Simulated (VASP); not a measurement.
Method: LDA (Ceperley-Alder, Perdew-Zunger), VASP's LDA PAW potentials (set 64) (plane waves; VASP).

VASP input:

**KPOINTS**
```
Automatic
0
G
 7 7 11
```

**INCAR**
```
SYSTEM = CrO2
PREC = Accurate
ENCUT = 620
EDIFF = 1E-6
NELM = 100
ALGO = Normal
LREAL = .FALSE.
LASPH = .TRUE.
ISMEAR = 1
SIGMA = 0.1
LMAXMIX = 4
ISPIN = 2
MAGMOM = 2.0 2.0 -0.0 -0.0 -0.0 -0.0
LORBIT = 10
LWAVE = .FALSE.
LCHARG = .FALSE.
IBRION = 2
ISIF = 3
NSW = 40
EDIFFG = -0.02
```

File POSCAR:
```
CrO2
1.0
  4.3554982532   0.0000000000   0.0000000000
  0.0000000000   4.3554982532   0.0000000000
  0.0000000000   0.0000000000   2.8588545151
Cr O
2 4
Cartesian
  0.0000000000   0.0000000000   0.0000000000
  2.1777491266   2.1777491266   1.4294272575
  1.3194043862   1.3194043862   0.0000000000
  3.4971535128   0.8583447404   1.4294272575
  0.8583447404   3.4971535128   1.4294272575
  3.0360938670   3.0360938670   0.0000000000
```

POTCAR, in this order: Cr_pv O (LDA.64 set). Program: vasp_std.

The resulting files:

File OUTCAR:
```
 ion  position               nearest neighbor table
   1  0.000  0.000  0.000-   3 1.87   6 1.87   5 1.88   4 1.88   4 1.88   5 1.88
   2  0.500  0.500  0.500-   4 1.87   5 1.87   3 1.88   6 1.88   3 1.88   6 1.88
   3  0.303  0.303  0.000-   1 1.87   2 1.88   2 1.88
   4  0.803  0.197  0.500-   2 1.87   1 1.88   1 1.88
   5  0.197  0.803  0.500-   2 1.87   1 1.88   1 1.88
   6  0.697  0.697  0.000-   1 1.87   2 1.88   2 1.88
  LATTYP: Found a simple tetragonal cell.
 ALAT       =     4.3554982532
 C/A-ratio  =     0.6563782945
 Subroutine PRICEL returns:
 Original cell was already a primitive cell.
 Subroutine GETGRP returns: Found 16 space group operations
The static configuration has the point symmetry D_2h.
 The point group associated with its full space group is D_4h.
The dynamic configuration has the point symmetry D_2h.
The overall configuration has the point symmetry D_2h.
 Subroutine INISYM returns: Found 16 space group operations
 Subroutine IBZKPT returns following result:
 Found     60 irreducible k-points:

 Following reciprocal coordinates:
            Coordinates               Weight
  0.000000  0.000000  0.000000      1.000000
  0.142857  0.000000  0.000000      4.000000
  0.285714  0.000000  0.000000      4.000000
  0.428571  0.000000  0.000000      4.000000
  0.142857  0.142857  0.000000      4.000000
  0.285714  0.142857  0.000000      8.000000
  0.428571  0.142857  0.000000      8.000000
  0.285714  0.285714  0.000000      4.000000
  0.428571  0.285714  0.000000      8.000000
  0.428571  0.428571  0.000000      4.000000
  0.000000  0.000000  0.090909      2.000000
  0.142857  0.000000  0.090909      8.000000
  0.285714  0.000000  0.090909      8.000000
  0.428571  0.000000  0.090909      8.000000
  0.142857  0.142857  0.090909      8.000000
  0.285714  0.142857  0.090909     16.000000
  0.428571  0.142857  0.090909     16.000000
  0.285714  0.285714  0.090909      8.000000
  0.428571  0.285714  0.090909     16.000000
  0.428571  0.428571  0.090909      8.000000
  0.000000  0.000000  0.181818      2.000000
  0.142857  0.000000  0.181818      8.000000
  0.285714  0.000000  0.181818      8.000000
  0.428571  0.000000  0.181818      8.000000
  0.142857  0.142857  0.181818      8.000000
  0.285714  0.142857  0.181818     16.000000
  0.428571  0.142857  0.181818     16.000000
  0.285714  0.285714  0.181818      8.000000
  0.428571  0.285714  0.181818     16.000000
  0.428571  0.428571  0.181818      8.000000
  0.000000  0.000000  0.272727      2.000000
  0.142857  0.000000  0.272727      8.000000
  0.285714  0.000000  0.272727      8.000000
  0.428571  0.000000  0.272727      8.000000
  0.142857  0.142857  0.272727      8.000000
  0.285714  0.142857  0.272727     16.000000
  0.428571  0.142857  0.272727     16.000000
  0.285714  0.285714  0.272727      8.000000
  0.428571  0.285714  0.272727     16.000000
  0.428571  0.428571  0.272727      8.000000
   k-points           NKPTS =     60   k-points in BZ     NKDIM =     60   number of bands    NBANDS=     30
   number of dos      NEDOS =    301   number of ions     NIONS =      6
   total plane-waves  NPLWV =  31104
   dimension x,y,z NGX =    36 NGY =   36 NGZ =   24
   dimension x,y,z NGXF=    72 NGYF=   72 NGZF=   48
   ions per type =               2   4
   PREC   = accura    normal or accurate (medium, high low for compatibility)
   ISTART =      0    job   : 0-new  1-cont  2-samecut
   ICHARG =      2    charge: 1-file 2-atom 10-const
   ISPIN  =      2    spin polarized calculation?
   LNONCOLLINEAR =      F non collinear calculations
   LSORBIT =      F    spin-orbit coupling
...
```

File OSZICAR:
```
       N       E                     dE             d eps       ncg     rms          rms(c)
DAV:   1     0.658327555488E+03    0.65833E+03   -0.29739E+04  7200   0.207E+03
DAV:   2     0.958680766025E+01   -0.64874E+03   -0.61049E+03  7720   0.566E+02
DAV:   3    -0.688027290779E+02   -0.78390E+02   -0.76463E+02  8770   0.186E+02
DAV:   4    -0.710653435669E+02   -0.22626E+01   -0.21621E+01  8436   0.310E+01
DAV:   5    -0.711253666942E+02   -0.60023E-01   -0.59880E-01  9210   0.499E+00    0.384E+01
DAV:   6    -0.633484997725E+02    0.77769E+01   -0.15172E+02  8414   0.104E+02    0.356E+01
DAV:   7    -0.579371825969E+02    0.54113E+01   -0.92304E+01  8690   0.995E+01    0.169E+01
DAV:   8    -0.561610551905E+02    0.17761E+01   -0.62257E+00  7894   0.226E+01    0.725E+00
DAV:   9    -0.556871323625E+02    0.47392E+00   -0.21722E+00  9624   0.130E+01    0.203E+00
DAV:  10    -0.556938083509E+02   -0.66760E-02   -0.15514E-01  8134   0.342E+00    0.112E+00
DAV:  11    -0.556908102524E+02    0.29981E-02   -0.18568E-02  9588   0.118E+00    0.582E-01
DAV:  12    -0.556896237398E+02    0.11865E-02   -0.49166E-03  9568   0.606E-01    0.254E-01
DAV:  13    -0.556895001161E+02    0.12362E-03   -0.76789E-04  9454   0.265E-01    0.101E-01
DAV:  14    -0.556894830352E+02    0.17081E-04   -0.13410E-04  8980   0.106E-01    0.418E-02
DAV:  15    -0.556894732288E+02    0.98065E-05   -0.39856E-05  9890   0.572E-02    0.149E-02
DAV:  16    -0.556894727350E+02    0.49375E-06   -0.41175E-06  6940   0.140E-02
   1 F= -.55689473E+02 E0= -.55689182E+02  d E =-.556895E+02  mag=     4.0007
```

File OUTCAR:
```
------------------------ aborting loop because EDIFF is reached ----------------------------------------
  FORCE on cell =-STRESS in cart. coord.  units (eV):
  Direction    XX          YY          ZZ          XY          YZ          ZX
  --------------------------------------------------------------------------------------
  Total        0.0070919      0.0070919     -0.0332708     -0.0000000      0.0000000      0.0000000
  in kB        0.2095099      0.2095099     -0.9828934     -0.0000000      0.0000000      0.0000000
  external PRESSURE =      -0.1879579 kB  Pullay stress =       0.0000000 kB
  volume of cell :       54.23
      direct lattice vectors                 reciprocal lattice vectors
     4.355498253  0.000000000  0.000000000     0.229594857  0.000000000  0.000000000
     0.000000000  4.355498253  0.000000000     0.000000000  0.229594857  0.000000000
     0.000000000  0.000000000  2.858854515     0.000000000  0.000000000  0.349790447
 POSITION                                       TOTAL-FORCE (eV/Angst)
 -----------------------------------------------------------------------------------
      0.00000      0.00000      0.00000         0.000000      0.000000     -0.000000
      2.17775      2.17775      1.42943         0.000000      0.000000     -0.000000
      1.31940      1.31940      0.00000        -0.001402     -0.001402      0.000000
      3.49715      0.85834      1.42943        -0.001402      0.001402     -0.000000
      0.85834      3.49715      1.42943         0.001402     -0.001402      0.000000
      3.03609      3.03609      0.00000         0.001402      0.001402     -0.000000
 -----------------------------------------------------------------------------------
    total drift:                               -0.000000      0.000000      0.000000
  FREE ENERGIE OF THE ION-ELECTRON SYSTEM (eV)
  ---------------------------------------------------
  free  energy   TOTEN  =       -55.6894727350 eV

  energy  without entropy=      -55.6885990503  energy(sigma->0) =      -55.68918151

 total charge

# of ion       s       p       d       tot
------------------------------------------
    1        0.379   6.519   4.134  11.032
    2        0.379   6.519   4.134  11.032
    3        1.558   3.471   0.000   5.029
    4        1.558   3.471   0.000   5.029
    5        1.558   3.471   0.000   5.029
    6        1.558   3.471   0.000   5.029
--------------------------------------------------
tot          6.991  26.922   8.268  42.180

 magnetization (x)

# of ion       s       p       d       tot
------------------------------------------
    1        0.025   0.028   1.933   1.986
    2        0.025   0.028   1.933   1.986
    3       -0.002  -0.024   0.000  -0.026
    4       -0.002  -0.024   0.000  -0.026
    5       -0.002  -0.024   0.000  -0.026
    6       -0.002  -0.024   0.000  -0.026
--------------------------------------------------
tot          0.042  -0.042   3.866   3.866

 reached required accuracy - stopping structural energy minimisation
```
(Selected blocks of OUTCAR.)

The moments were started parallel, and other spin orders were not tried in this run.

The compound is CrO2 in the rutile structure. It was relaxed first.
